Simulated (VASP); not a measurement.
A run of VASP 6.6.1:

INCAR

```
PREC = Accurate ; ENCUT = 520
EDIFF = 1E-7 ; ISMEAR = 0
SIGMA = 0.05 ; LREAL = F
LASPH = T ; NELM = 120
ALGO = Normal ; ISIF = 2
LWAVE = F ; LCHARG = F
LMAXMIX = 6 ; LDAU = T
LDAUTYPE = 2 ; LDAUL = 3 -1
LDAUU = 4 0 ; LDAUJ = 0 0
LDAUPRINT = 1 ; GGA = PE
NBANDS = 18
```

KPOINTS

```
Automatic mesh
0
Gamma
  5 5 5
```

Contents of POSCAR:

```
PmSe
1.0
    0.0000000000      3.2231904100      3.2231904100
    3.2231904100      0.0000000000      3.2231904100
    3.2231904100      3.2231904100      0.0000000000
Pm Se
1 1
Direct
    0.0000000000      0.0000000000      0.0000000000
    0.2500000000      0.2500000000      0.2500000000
```

Potentials or basis: VASP PAW PBE potentials, release 64 (Pm, Se).

Launch:

```sh
$ cat potpaw_PBE.64/Pm/POTCAR potpaw_PBE.64/Se/POTCAR > POTCAR
$ mpirun -np 1 vasp_std > vasp.out
```

Hardware: 1 thread of Intel(R) Xeon(R) 6975P-C (Granite Rapids), with other jobs on the host.

Question: Estimate the wall time of this run.

Answer: Run time: 16 s on 1 thread of Intel(R) Xeon(R) 6975P-C (Granite Rapids), on a shared host, peak memory 0.2 GiB. Counts: scf iterations 19, k points 10.
